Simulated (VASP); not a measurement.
# Pb (Lead): the relaxed cell at several levels of theory

Aim: relax Pb (Lead) at several levels of theory and compare the cells. The starting structure is a measured crystal structure from the Crystallography Open Database. The first relaxation on each setting starts from this cell expanded by 3 % in volume.

Main program and level: VASP 6.6.1; Kohn-Sham DFT with plane waves and PAW; PBEsol, LDA, PBE, PBEsol + D3(BJ), r2SCAN and r2SCAN + rVV10.

### Step 1. Starting point

It takes space group Fm-3m (No. 225, cubic). The conventional cell has a = 4.950 Å, b = 4.950 Å, c = 4.950 Å, α = 90.00°, β = 90.00°, γ = 90.00°. Nearest to Pb lie 12 Pb at 3.50 Å.

Structure file:

```xyz
1
Lattice="0.0000 2.4750 2.4750 2.4750 0.0000 2.4750 2.4750 2.4750 0.0000" Properties=species:S:1:pos:R:3 pbc="T T T"
Pb    0.0000    0.0000    0.0000
```

### Step 2. Relaxation with PBEsol

PBEsol restores the gradient expansion of exchange and is tuned for the cells of solids. This run starts from the cell of an earlier relaxation, which isn't shown; the restart sets up the plane waves anew.

INCAR

```
SYSTEM = Pb
PREC = Accurate
ENCUT = 450
EDIFF = 1E-06
NELM = 100
ISMEAR = 1
SIGMA = 0.15
LREAL = .FALSE.
ALGO = Normal
GGA = PS
NBANDS = 13
LORBIT = 11
LWAVE = .FALSE.
LCHARG = .FALSE.
KPAR = 4
IBRION = 2
NSW = 50
ISIF = 3
EDIFFG = -0.006
```

POSCAR

```
Pb
1.0
    0.0000000000      2.4649691410      2.4649691410
    2.4649691410      0.0000000000      2.4649691410
    2.4649691410      2.4649691410      0.0000000000
Pb
1
Direct
    0.0000000000      0.0000000000      0.0000000000
```

KPOINTS

```
Automatic mesh
0
Gamma
16 16 16
0 0 0
```

The projector-augmented-wave data sets are Pb_d (PBE family, release 64).

Run with:

```sh
mpirun -np 4 vasp_std
```

Output:

```text
[banner, memory and clock lines left out]
running    4 mpi-ranks, on    1 nodes
 distrk:  each k-point on    1 cores,    4 groups
 distr:  one band on    1 cores,    1 groups

 POSCAR found type information on POSCAR Pb
 POSCAR found :  1 types and       1 ions
|                                                                             |
|               ----> ADVICE to this user running VASP <----                  |
|                                                                             |
|     You enforced a specific xc type in the INCAR file but a different       |
|     [... a line on the potential file left out ...]
|     I HOPE YOU KNOW WHAT YOU ARE DOING!                                     |
|                                                                             |

 LDA part: xc-table for (Slater+PW92), standard interpolation
 POSCAR, INCAR and KPOINTS ok, starting setup
 FFT: planning ... GRIDC
 FFT: planning ... GRID_SOFT
 FFT: planning ... GRID
 WAVECAR not read
 entering main loop
       N       E                     dE             d eps       ncg     rms          rms(c)
DAV:   1     0.102942650792E+03    0.10294E+03   -0.66053E+03  3834   0.115E+03
DAV:   2     0.841792999741E+00   -0.10210E+03   -0.98851E+02  3955   0.297E+02
DAV:   3    -0.390720396551E+01   -0.47490E+01   -0.47342E+01  4712   0.705E+01
DAV:   4    -0.401495454210E+01   -0.10775E+00   -0.10773E+00  4683   0.113E+01
DAV:   5    -0.401934795416E+01   -0.43934E-02   -0.43933E-02  5294   0.207E+00    0.593E-01
DAV:   6    -0.400530019651E+01    0.14048E-01   -0.17998E-02  4793   0.243E+00    0.279E-01
DAV:   7    -0.400186329295E+01    0.34369E-02   -0.72503E-03  4970   0.141E+00    0.924E-02
DAV:   8    -0.400164209789E+01    0.22120E-03   -0.40293E-04  5818   0.334E-01    0.920E-03
DAV:   9    -0.400164075747E+01    0.13404E-05   -0.63470E-06  4958   0.456E-02    0.435E-03
DAV:  10    -0.400164055845E+01    0.19902E-06   -0.48042E-07  3090   0.934E-03
   1 F= -.40016406E+01 E0= -.40016661E+01  d E =-.400164E+01
 curvature:   0.00 expect dE= 0.000E+00 dE for cont linesearch  0.000E+00
 trial: gam= 0.00000 g(F)=  0.183E-65 g(S)=  0.119E-06 ort = 0.000E+00 (trialstep = 0.100E+01)
 search vector abs. value=  0.119E-06
 reached required accuracy - stopping structural energy minimisation
```

It took 7.6 s on 4 MPI ranks of AMD EPYC 7R32 (Zen 2), shared host; peak memory 0.55 GiB; 28 s of CPU time.

Lines that name or quote the potential files are left out of all logs, and their timing lines are given in words.

OUTCAR, selected parts (step 2):

```text
ion  position               nearest neighbor table
   1  0.000  0.000  0.000-

  LATTYP: Found a face centered cubic cell.
 ALAT       =     4.9299382820

 Subroutine GETGRP returns: Found 48 space group operations
 (whereof 48 operations were pure point group operations)

The static configuration has the point symmetry O_h .

 Found    145 irreducible k-points:

   k-points           NKPTS =    145   k-points in BZ     NKDIM =    145   number of bands    NBANDS=     13

   dimension x,y,z NGX =    24 NGY =   24 NGZ =   24
   dimension x,y,z NGXF=    48 NGYF=   48 NGZF=   48

   ENCUT  =  450.0 eV  33.07 Ry    5.75 a.u.   6.03  6.03  6.03*2*pi/ulx,y,z

   NELECT =      14.0000    total number of electrons

 k-points in reciprocal lattice and weights: Automatic mesh
   0.00000000  0.00000000  0.00000000       0.000
   0.06250000  0.00000000  0.00000000       0.002
   0.12500000  0.00000000  0.00000000       0.002
   0.18750000  0.00000000  0.00000000       0.002
   0.25000000  0.00000000  0.00000000       0.002
   0.31250000  0.00000000  0.00000000       0.002
   0.37500000  0.00000000  0.00000000       0.002
   0.43750000  0.00000000  0.00000000       0.002
   0.50000000  0.00000000  0.00000000       0.001
[...]
-0.31250000  0.50000000  0.18750000       0.003
  -0.25000000  0.50000000  0.25000000       0.001

 average (electrostatic) potential at core
       1 -89.9535

 E-fermi :   7.2976

 k-point     1 :       0.0000    0.0000    0.0000
  band No.  band energies     occupation
    ...
      2      -9.7606      2.00000
      3      -9.7606      2.00000
      4      -9.6134      2.00000
      5      -9.6134      2.00000
      6      -4.6146      2.00000
      7      14.7454      0.00000
      8      14.7454      0.00000
      9      14.7454      0.00000
     10      17.0090      0.00000
     11      18.7097      0.00000
    ...

 k-point     2 :       0.0625    0.0000    0.0000
  band No.  band energies     occupation
    ...
      2      -9.7546      2.00000
      3      -9.7546      2.00000
      4      -9.6139      2.00000
      5      -9.6139      2.00000
      6      -4.5384      2.00000
      7      13.7768      0.00000
      8      14.6482      0.00000
      9      14.6482      0.00000
     10      16.8251      0.00000
     11      19.1410      0.00000
    ...

 k-point     3 :       0.1250    0.0000    0.0000
  band No.  band energies     occupation
    ...
      2      -9.7398      2.00000
      3      -9.7398      2.00000
      4      -9.6129      2.00000
      5      -9.6129      2.00000
      6      -4.3094      2.00000
      7      11.9077      0.00000
      8      14.3923      0.00000
      9      14.3923      0.00000
     10      16.5839      0.00000
     11      19.8192      0.00000
    ...

  Total        0.0009070      0.0009070      0.0009070      0.0000000      0.0000000     -0.0000000
  in kB        0.0485098      0.0485098      0.0485098      0.0000000      0.0000000     -0.0000000
  external PRESSURE =       0.0485098 kB  Pullay stress =       0.0000000 kB

  energy-cutoff  :      450.00
  volume of cell :       29.95
      direct lattice vectors                 reciprocal lattice vectors
     0.000000000  2.464969141  2.464969141    -0.202842296  0.202842296  0.202842296
     2.464969141  0.000000000  2.464969141     0.202842296 -0.202842296  0.202842296
     2.464969141  2.464969141  0.000000000     0.202842296  0.202842296 -0.202842296

 POSITION                                       TOTAL-FORCE (eV/Angst)
 -----------------------------------------------------------------------------------
      0.00000      0.00000      0.00000         0.000000      0.000000     -0.000000
 -----------------------------------------------------------------------------------
    total drift:                               -0.000000     -0.000000     -0.000000

  FREE ENERGIE OF THE ION-ELECTRON SYSTEM (eV)
  ---------------------------------------------------
  free  energy   TOTEN  =        -4.0016405585 eV

  energy  without entropy=       -4.0017170892  energy(sigma->0) =       -4.00166607

 reached required accuracy - stopping structural energy minimisation

 total charge
# of ion       s       p       d       tot
------------------------------------------
    1        1.392   0.748   9.808  11.947

[... 3 further parts left out ...]
```

CONTCAR:

```
Pb
   1.00000000000000
     0.0000000000000000    2.4649691410000001    2.4649691410000001
     2.4649691410000001    0.0000000000000000    2.4649691410000001
     2.4649691410000001    2.4649691410000001    0.0000000000000000
  Pb
     1
Direct
     0.0000000000000000    0.0000000000000000    0.0000000000000000
```

The PAW data sets were made with PBE, which is usual practice but a small mismatch for other functionals. The run keeps the 48 symmetry operations of its start, so it cannot find a distortion of lower symmetry.

With PBEsol the relaxed cell holds 29.955 Å³ an atom, -1.21 % against the measured cell, with a = 4.930 Å.

### Step 3. Relaxation with LDA

LDA, the lowest rung, knows the local density alone. This run starts from the cell of an earlier relaxation, which isn't shown; the restart sets up the plane waves anew.

Edit INCAR of step 2 so:

```diff
@@ -9,3 +9,3 @@
 ALGO = Normal
-GGA = PS
+GGA = CA
 NBANDS = 13
```

POSCAR

```
Pb
1.0
    0.0000000000      2.4409749215      2.4409749215
    2.4409749215      0.0000000000      2.4409749215
    2.4409749215      2.4409749215      0.0000000000
Pb
1
Direct
    0.0000000000      0.0000000000      0.0000000000
```

KPOINTS is that of step 2.

PAW data sets: Pb_d (LDA family, release 64).

Run with:

```sh
mpirun -np 4 vasp_std
```

Output:

```text
[banner, memory and clock lines left out]
running    4 mpi-ranks, on    1 nodes
[...]
LDA part: xc-table for (Slater(with rela. corr.)+CA(PZ))
 , standard interpolation
 POSCAR, INCAR and KPOINTS ok, starting setup
[...]
entering main loop
       N       E                     dE             d eps       ncg     rms          rms(c)
DAV:   1     0.101878527822E+03    0.10188E+03   -0.66031E+03  3808   0.115E+03
DAV:   2     0.523322733225E+00   -0.10136E+03   -0.98399E+02  3935   0.295E+02
DAV:   3    -0.416513055488E+01   -0.46885E+01   -0.46672E+01  4671   0.705E+01
DAV:   4    -0.426872252433E+01   -0.10359E+00   -0.10357E+00  4736   0.111E+01
[...]
DAV:   8    -0.425655368337E+01    0.28321E-03   -0.35827E-04  5586   0.324E-01    0.854E-03
DAV:   9    -0.425655248242E+01    0.12010E-05   -0.72512E-06  5063   0.477E-02    0.376E-03
DAV:  10    -0.425655262012E+01   -0.13770E-06   -0.23725E-07  3135   0.572E-03
   1 F= -.42565526E+01 E0= -.42565917E+01  d E =-.425655E+01
[... from here on, the cycles between the ionic steps are left out ...]
   2 F= -.42565572E+01 E0= -.42565955E+01  d E =-.455176E-05
   3 F= -.42565033E+01 E0= -.42565392E+01  d E =0.493221E-04
   4 F= -.42565548E+01 E0= -.42565927E+01  d E =-.221324E-05
   5 F= -.42565570E+01 E0= -.42565953E+01  d E =-.440987E-05
[...]
reached required accuracy - stopping structural energy minimisation
```

It took 22 s on 4 MPI ranks; peak memory 0.52 GiB.

From OUTCAR (step 3):

```text
  Total       -0.0057790     -0.0057790     -0.0057790      0.0000000     -0.0000000     -0.0000000
  in kB       -0.3179263     -0.3179263     -0.3179263      0.0000000     -0.0000000     -0.0000000
  external PRESSURE =      -0.3179263 kB  Pullay stress =       0.0000000 kB

 POSITION                                       TOTAL-FORCE (eV/Angst)
 -----------------------------------------------------------------------------------
      0.00000      0.00000      0.00000        -0.000000      0.000000     -0.000000
 -----------------------------------------------------------------------------------
    total drift:                               -0.000000      0.000000     -0.000000

  FREE ENERGIE OF THE ION-ELECTRON SYSTEM (eV)
  ---------------------------------------------------
  free  energy   TOTEN  =        -4.2565570300 eV

  energy  without entropy=       -4.2566717888  energy(sigma->0) =       -4.25659528

[... 2 parts as in an earlier step ...]

[... 2 further parts left out ...]
[key lines of the parts left out:]
E-fermi :   7.5294
```

With LDA the relaxed cell holds 29.123 Å³ an atom, -3.96 % against the measured cell, with a = 4.884 Å. That is -2.78 % from PBEsol.

### Step 4. Relaxation with PBE

PBE, the usual starting point, adds the gradient of the density. This run starts from the cell of an earlier relaxation, which isn't shown; the restart sets up the plane waves anew.

Edit INCAR of step 3 so:

```diff
@@ -9,3 +9,3 @@
 ALGO = Normal
-GGA = CA
+GGA = PE
 NBANDS = 13
```

POSCAR

```
Pb
1.0
    0.0000000000      2.5162882957      2.5162882957
    2.5162882957      0.0000000000      2.5162882957
    2.5162882957      2.5162882957      0.0000000000
Pb
1
Direct
    0.0000000000      0.0000000000      0.0000000000
```

KPOINTS is that of step 3.

PAW data sets: Pb_d (PBE family, release 64).

Run with:

```sh
mpirun -np 4 vasp_std
```

Output:

```text
[banner, memory and clock lines left out]
running    4 mpi-ranks, on    1 nodes
[...]
LDA part: xc-table for (Slater+PW92), standard interpolation
 POSCAR, INCAR and KPOINTS ok, starting setup
[...]
entering main loop
       N       E                     dE             d eps       ncg     rms          rms(c)
DAV:   1     0.102904334318E+03    0.10290E+03   -0.65913E+03  3823   0.112E+03
DAV:   2     0.149297039633E+01   -0.10141E+03   -0.98221E+02  3940   0.296E+02
DAV:   3    -0.345644027116E+01   -0.49494E+01   -0.49300E+01  4723   0.719E+01
DAV:   4    -0.356954119308E+01   -0.11310E+00   -0.11307E+00  4554   0.117E+01
[...]
DAV:   8    -0.356492055896E+01   -0.19030E-05   -0.42785E-04  4807   0.330E-01    0.105E-02
DAV:   9    -0.356491852197E+01    0.20370E-05   -0.12442E-05  5132   0.600E-02    0.476E-03
DAV:  10    -0.356491802802E+01    0.49395E-06   -0.13751E-06  4191   0.131E-02
   1 F= -.35649180E+01 E0= -.35647711E+01  d E =-.356492E+01
[...]
reached required accuracy - stopping structural energy minimisation
```

It took 14 s on 4 MPI ranks; peak memory 0.62 GiB; 44 s of CPU time.

From OUTCAR (step 4):

```text
  Total        0.0015672      0.0015672      0.0015672      0.0000000     -0.0000000      0.0000000
  in kB        0.0787972      0.0787972      0.0787972      0.0000000     -0.0000000      0.0000000
  external PRESSURE =       0.0787972 kB  Pullay stress =       0.0000000 kB

 POSITION                                       TOTAL-FORCE (eV/Angst)
 -----------------------------------------------------------------------------------
      0.00000      0.00000      0.00000        -0.000000      0.000000      0.000000
 -----------------------------------------------------------------------------------
    total drift:                               -0.000000     -0.000000     -0.000000

  FREE ENERGIE OF THE ION-ELECTRON SYSTEM (eV)
  ---------------------------------------------------
  free  energy   TOTEN  =        -3.5649180280 eV

  energy  without entropy=       -3.5644772284  energy(sigma->0) =       -3.56477109

[... 2 parts as in an earlier step ...]

[... 2 further parts left out ...]
[key lines of the parts left out:]
E-fermi :   6.8186
```

With PBE the relaxed cell holds 31.865 Å³ an atom, +5.09 % against the measured cell, with a = 5.033 Å. That is +6.38 % from PBEsol.

### Step 5. Relaxation with PBEsol + D3(BJ)

D3 with Becke-Johnson damping keeps a finite attraction at short range. This run starts from the cell of an earlier relaxation, which isn't shown; the restart sets up the plane waves anew.

Edit INCAR of step 4 so:

```diff
@@ -9,3 +9,4 @@
 ALGO = Normal
-GGA = PE
+GGA = PS
+IVDW = 12
 NBANDS = 13
```

POSCAR

```
Pb
1.0
    0.0000000000      2.4245386036      2.4245386036
    2.4245386036      0.0000000000      2.4245386036
    2.4245386036      2.4245386036      0.0000000000
Pb
1
Direct
    0.0000000000      0.0000000000      0.0000000000
```

KPOINTS is that of step 4.

Run with:

```sh
mpirun -np 4 vasp_std
```

Output:

```text
[banner, memory and clock lines left out]
running    4 mpi-ranks, on    1 nodes
[...]
[... a notice as in an earlier step ...]

 LDA part: xc-table for (Slater+PW92), standard interpolation
 POSCAR, INCAR and KPOINTS ok, starting setup
[...]
entering main loop
       N       E                     dE             d eps       ncg     rms          rms(c)
DAV:   1     0.102615073653E+03    0.10262E+03   -0.66078E+03  3858   0.116E+03
DAV:   2     0.793627799017E+00   -0.10182E+03   -0.98563E+02  3995   0.300E+02
DAV:   3    -0.390162277230E+01   -0.46953E+01   -0.46829E+01  4631   0.701E+01
DAV:   4    -0.400465711225E+01   -0.10303E+00   -0.10301E+00  4701   0.110E+01
[...]
DAV:   8    -0.398933473568E+01    0.28379E-03   -0.43222E-04  5826   0.345E-01    0.902E-03
DAV:   9    -0.398933256075E+01    0.21749E-05   -0.65228E-06  4944   0.477E-02    0.438E-03
DAV:  10    -0.398933215089E+01    0.40986E-06   -0.41649E-07  3130   0.679E-03
   1 F= -.44600665E+01 E0= -.44601216E+01  d E =-.446007E+01
[... from here on, the cycles between the ionic steps are left out ...]
   2 F= -.44600713E+01 E0= -.44601264E+01  d E =-.476385E-05
   3 F= -.44600087E+01 E0= -.44600638E+01  d E =0.578518E-04
   4 F= -.44600684E+01 E0= -.44601236E+01  d E =-.189283E-05
   5 F= -.44600698E+01 E0= -.44601250E+01  d E =-.333001E-05
   6 F= -.44600703E+01 E0= -.44601255E+01  d E =-.382499E-05
[...]
reached required accuracy - stopping structural energy minimisation
```

Wall time 30 s (4 MPI ranks); peak memory 0.58 GiB.

OUTCAR, selected parts (step 5):

```text
 Edisp (eV)   -0.47007

 Edisp (eV)   -0.47013

  Total      -0.00347    -0.00347    -0.00347    -0.00000     0.00000    -0.00000
  in kB      -0.19486    -0.19486    -0.19486    -0.00000     0.00000    -0.00000
  external pressure =       -0.19 kB  Pullay stress =        0.00 kB

 POSITION                                       TOTAL-FORCE (eV/Angst)
 -----------------------------------------------------------------------------------
      0.00000      0.00000      0.00000        -0.000000      0.000000     -0.000000
 -----------------------------------------------------------------------------------
    total drift:                               -0.000000      0.000000      0.000000

  FREE ENERGIE OF THE ION-ELECTRON SYSTEM (eV)
  ---------------------------------------------------
  free  energy   TOTEN  =        -4.4600703441 eV

  energy  without entropy=       -4.4602357804  energy(sigma->0) =       -4.46012549

[... 2 parts as in an earlier step ...]

[... 2 further parts left out ...]
[key lines of the parts left out:]
E-fermi :   7.8497
```

With PBEsol + D3(BJ) the relaxed cell holds 28.540 Å³ an atom, -5.88 % against the measured cell, with a = 4.851 Å. That is -4.72 % from PBEsol.

(Part 1 of 2 ends here.)

[Lines on the potential files, build, host, timing and source positions are cut from VASP's logs without a mark.]

[Logs are printed without paths, hosts, clocks, repeated set-up lines and the standing remarks that a program may print on its own settings, such as how far it seeks lower states.]

[Hosts, paths, dates, database ids (printed as entryN), source tags and the programs' standing remarks are cut or masked in the printed files.]
